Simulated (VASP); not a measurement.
Given:

```
CELL_PARAMETERS angstrom
      0.00000     2.68886     2.68886
      2.68886     0.00000     2.68886
      2.68886     2.68886     0.00000
ATOMIC_POSITIONS crystal
  Si 0.00000 0.00000 0.00000
  Si 0.25000 0.25000 0.25000
```

All values below come from revPBE GGA, VASP's PBE PAW potentials (set 64) (plane waves; VASP 6.6.1). Numerical set-up: 520 eV cut-off, 8×8×8 Γ-centred mesh, Gaussian smearing of 0.050 eV, potentials Si.

Give the stress tensor in GPa (positive for a compressed cell).

```
6.12  0.00  0.00
0.00  6.12  0.00
0.00  0.00  6.12
```
The pressure is its mean diagonal, 6.12 GPa.

The compound is Si in the diamond structure. This cell is one point of a volume scan, at 0.94 of the reference volume.
